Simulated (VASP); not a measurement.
Method: PBE GGA with D3 dispersion (Becke-Johnson damping), VASP's PBE PAW potentials (set 64) (plane waves; VASP).

The input files of a VASP run:

INCAR:
```
IVDW=12   # D3, Becke-Johnson
LREAL=.False.   # projection in real space or not
LWAVE=.False.
LMAXMIX=4
ICHARG=11   # fixed density
ISMEAR=0   # Gaussian
ALGO=Normal   # blocked Davidson
PREC=Accurate
SIGMA=0.05   # width (eV)
LASPH=.True.   # aspherical one-centre terms
NELM=100
GGA=PE   # PBE
SYSTEM=CsSnI3
LORBIT=11   # lm-projected
LCHARG=.False.
ENCUT=520
EDIFF=1E-7   # SCF stop (eV)
```

File KPOINTS:
```
k-points along high-symmetry lines
15
Line-mode
Reciprocal
  0.000000   0.000000   0.000000 ! GAMMA
  0.000000   0.500000   0.000000 ! X

  0.000000   0.500000   0.000000 ! X
  0.500000   0.500000   0.000000 ! M

  0.500000   0.500000   0.000000 ! M
  0.000000   0.000000   0.000000 ! GAMMA

  0.000000   0.000000   0.000000 ! GAMMA
  0.500000   0.500000   0.500000 ! R

  0.500000   0.500000   0.500000 ! R
  0.000000   0.500000   0.000000 ! X

  0.500000   0.500000   0.500000 ! R
  0.500000   0.500000   0.000000 ! M
```

POSCAR:
```
CsSnI3
1.0
  6.2007538145   0.0000000000   0.0000000000
  0.0000000000   6.2007538145   0.0000000000
  0.0000000000   0.0000000000   6.2007538145
Cs Sn I
1 1 3
Cart
  0.0000000000   0.0000000000   0.0000000000
  3.1003769072   3.1003769072   3.1003769072
  3.1003769072   0.0000000000   3.1003769072
  0.0000000000   3.1003769072   3.1003769072
  3.1003769072   3.1003769072   0.0000000000
```

POTCAR, in this order: Cs_sv Sn_d I (PBE.64 set). Program: vasp_std. Read from the step before: CHGCAR.

Output

**OUTCAR**
```
 ion  position               nearest neighbor table
   1  0.000  0.000  0.000-
   2  0.500  0.500  0.500-   3 3.10   4 3.10   5 3.10   5 3.10   3 3.10   4 3.10
   3  0.500  0.000  0.500-   2 3.10   2 3.10
   4  0.000  0.500  0.500-   2 3.10   2 3.10
   5  0.500  0.500  0.000-   2 3.10   2 3.10
  LATTYP: Found a simple cubic cell.
 ALAT       =     6.2007538145
 Subroutine PRICEL returns:
 Original cell was already a primitive cell.
 Subroutine GETGRP returns: Found 48 space group operations
The static configuration has the point symmetry O_h .
The dynamic configuration has the point symmetry O_h .
 Subroutine INISYM returns: Found 48 space group operations
   k-points           NKPTS =     90   k-points in BZ     NKDIM =     90   number of bands    NBANDS=     26
   number of dos      NEDOS =    301   number of ions     NIONS =      5
   total plane-waves  NPLWV = 110592
   dimension x,y,z NGX =    48 NGY =   48 NGZ =   48
   dimension x,y,z NGXF=    96 NGYF=   96 NGZF=   96
   ions per type =               1   1   3
   PREC   = accura    normal or accurate (medium, high low for compatibility)
   ISTART =      0    job   : 0-new  1-cont  2-samecut
   ICHARG =     11    charge: 1-file 2-atom 10-const
   ISPIN  =      1    spin polarized calculation?
   LNONCOLLINEAR =      F non collinear calculations
...
```

**OSZICAR**
```
       N       E                     dE             d eps       ncg     rms          rms(c)
DAV:   1     0.356517169805E+03    0.35652E+03   -0.18388E+04  4680   0.154E+03
DAV:   2     0.320272033608E+02   -0.32449E+03   -0.31810E+03  5578   0.311E+02
DAV:   3    -0.114001756687E+02   -0.43427E+02   -0.42679E+02  5702   0.123E+02
DAV:   4    -0.132130600189E+02   -0.18129E+01   -0.18000E+01  5550   0.284E+01
DAV:   5    -0.132733360353E+02   -0.60276E-01   -0.60094E-01  7264   0.523E+00
DAV:   6    -0.132739347330E+02   -0.59870E-03   -0.59852E-03  5938   0.429E-01
DAV:   7    -0.132739547499E+02   -0.20017E-04   -0.20017E-04  7322   0.801E-02
DAV:   8    -0.132739550475E+02   -0.29756E-06   -0.29792E-06  5866   0.781E-03
DAV:   9    -0.132739550558E+02   -0.82887E-08   -0.77852E-08  4502   0.143E-03
   1 F= -.14531395E+02 E0= -.14531395E+02  d E =-.752634E-06
```

OUTCAR:
```
 val. band max:        2.9397978025   @ k =   0.5000   0.5000   0.5000

 cond. band min:       3.2299800913   @ k =   0.5000   0.5000   0.5000



 k-point     1 :       0.0000    0.0000    0.0000
  band No.  band energies     occupation
      1     -19.4057      2.00000
      2     -19.2263      2.00000
      3     -19.2263      2.00000
      4     -19.2063      2.00000
      5     -19.2063      2.00000
      6     -19.2063      2.00000
      7     -10.3764      2.00000
      8      -9.6474      2.00000
      9      -9.6474      2.00000
     10      -6.1976      2.00000
     11      -6.1976      2.00000
     12      -6.1976      2.00000
     13      -3.3252      2.00000
     14      -1.8202      2.00000
     15      -1.8202      2.00000
     16      -1.8202      2.00000
     17       0.5664      2.00000
     18       0.5664      2.00000
     19       0.5664      2.00000
     20       0.7281      2.00000
     21       0.7281      2.00000
     22       0.7281      2.00000
     23       5.0905      0.00000
     24       6.0096      0.00000
     25       6.0096      0.00000
     26       6.3400      0.00000

 k-point     2 :       0.0000    0.0357    0.0000
  band No.  band energies     occupation
      1     -19.4057      2.00000
      2     -19.2263      2.00000
      3     -19.2263      2.00000
      4     -19.2063      2.00000
      5     -19.2063      2.00000
      6     -19.2063      2.00000
      7     -10.3747      2.00000
      8      -9.6495      2.00000
      9      -9.6474      2.00000
     10      -6.1975      2.00000
     11      -6.1975      2.00000
     12      -6.1973      2.00000
     13      -3.3475      2.00000
     14      -1.8189      2.00000
     15      -1.8189      2.00000
     16      -1.7867      2.00000
     17       0.5642      2.00000
     18       0.5642      2.00000
     19       0.5642      2.00000
     20       0.7256      2.00000
     21       0.7256      2.00000
     22       0.7260      2.00000
     23       5.1041      0.00000
...
```

The density is held fixed in this step, so its total energy and stress have no physical meaning. Unless said otherwise, spin-orbit coupling is left out, though it shifts the bands of the heavy elements here.

The compound is CsSnI3 in the cubic perovskite structure, the ideal cubic form; the compound distorts at low or room temperature. It was relaxed first.
